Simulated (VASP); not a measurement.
All values below come from PBEsol GGA, VASP's PBE PAW potentials (set 64) (plane waves; VASP).

Input for VASP

**KPOINTS**
```
kpoints
0
gamma
  13 13 13
```

**INCAR**
```
! general
SYSTEM  = ZrS
PREC    = Accurate
ENCUT   = 400   ! plane-wave cut-off (eV)
LREAL   = .FALSE.   ! projection in real space or not
LASPH   = .TRUE.

! electronic loop
EDIFF   = 1E-7
NELM    = 100
ALGO    = Normal
LMAXMIX = 4   ! l cut-off of mixed one-centre charges

! smearing
ISMEAR  = -5

! functional
GGA     = PS   ! PBEsol

! ions
ISIF    = 2   ! forces and stress, cell fixed

! output
LWAVE   = .FALSE.
LCHARG  = .TRUE.
LORBIT  = 11   ! lm-projected
NEDOS   = 601   ! DOS grid
```

POSCAR:
```
ZrS
3.1832910
  1.0000000273   0.0000000000   0.0000000000
  0.0000000000   1.0000000273   0.0000000000
  0.0000000000   0.0000000000   1.0000000273
Zr S
1 1
Cart
  0.0000000000   0.0000000000   0.0000000000
  0.5000000137   0.5000000137   0.5000000137
```

POTCAR, in this order: Zr_sv S (PBE.64 set). Program: vasp_std.

The resulting files:

File OSZICAR:
```
       N       E                     dE             d eps       ncg     rms          rms(c)
DAV:   1     0.106625357932E+03    0.10663E+03   -0.85431E+03  2192   0.113E+03
DAV:   2    -0.119615049542E+02   -0.11859E+03   -0.11546E+03  2647   0.299E+02
DAV:   3    -0.169245358778E+02   -0.49630E+01   -0.49314E+01  3328   0.548E+01
DAV:   4    -0.170718044188E+02   -0.14727E+00   -0.14720E+00  2743   0.913E+00
DAV:   5    -0.170757399524E+02   -0.39355E-02   -0.39348E-02  3365   0.122E+00    0.160E+01
DAV:   6    -0.164882018319E+02    0.58754E+00   -0.14487E+00  2800   0.963E+00    0.775E+00
DAV:   7    -0.164557215983E+02    0.32480E-01   -0.18418E-01  3435   0.340E+00    0.249E+00
DAV:   8    -0.164520073174E+02    0.37143E-02   -0.19489E-02  2535   0.106E+00    0.300E-01
DAV:   9    -0.164519020669E+02    0.10525E-03   -0.21753E-03  2855   0.353E-01    0.125E-01
DAV:  10    -0.164518645107E+02    0.37556E-04   -0.33568E-04  2907   0.187E-01    0.457E-02
DAV:  11    -0.164518670830E+02   -0.25723E-05   -0.20866E-05  2703   0.408E-02    0.199E-02
DAV:  12    -0.164518668651E+02    0.21783E-06   -0.49030E-07  2750   0.641E-03    0.163E-03
DAV:  13    -0.164518668238E+02    0.41332E-07   -0.13897E-08  1432   0.122E-03
   1 F= -.16451867E+02 E0= -.16451867E+02  d E =0.000000E+00
```

OUTCAR:
```
------------------------ aborting loop because EDIFF is reached ----------------------------------------
  FORCE on cell =-STRESS in cart. coord.  units (eV):
  Direction    XX          YY          ZZ          XY          YZ          ZX
  --------------------------------------------------------------------------------------
  Total        0.0340895      0.0340895      0.0340895     -0.0000000      0.0000000      0.0000000
  in kB        1.6931785      1.6931785      1.6931785     -0.0000000      0.0000000      0.0000000
  external PRESSURE =       1.6931785 kB  Pullay stress =       0.0000000 kB
  volume of cell :       32.26
      direct lattice vectors                 reciprocal lattice vectors
     3.183291087  0.000000000  0.000000000     0.314140295  0.000000000  0.000000000
     0.000000000  3.183291087  0.000000000     0.000000000  0.314140295  0.000000000
     0.000000000  0.000000000  3.183291087     0.000000000  0.000000000  0.314140295
 POSITION                                       TOTAL-FORCE (eV/Angst)
 -----------------------------------------------------------------------------------
      0.00000      0.00000      0.00000         0.000000      0.000000      0.000000
      1.59165      1.59165      1.59165         0.000000      0.000000      0.000000
 -----------------------------------------------------------------------------------
    total drift:                               -0.000000      0.000000     -0.000000
  FREE ENERGIE OF THE ION-ELECTRON SYSTEM (eV)
  ---------------------------------------------------
  free  energy   TOTEN  =       -16.4518668238 eV

  energy  without entropy=      -16.4518668238  energy(sigma->0) =      -16.45186682

 total charge

# of ion       s       p       d       tot
------------------------------------------
    1        2.156   5.965   1.777   9.897
    2        1.310   2.412   0.000   3.721
--------------------------------------------------
tot          3.466   8.376   1.777  13.619
```
(Selected blocks of OUTCAR.)

For a metal the tetrahedron method with Blöchl corrections gives inexact stress and forces.

The structure was generated: ZrS was put into the CsCl type type (Pm-3m), which need not be its known phase. It was relaxed first, which changed the volume by -33 %.
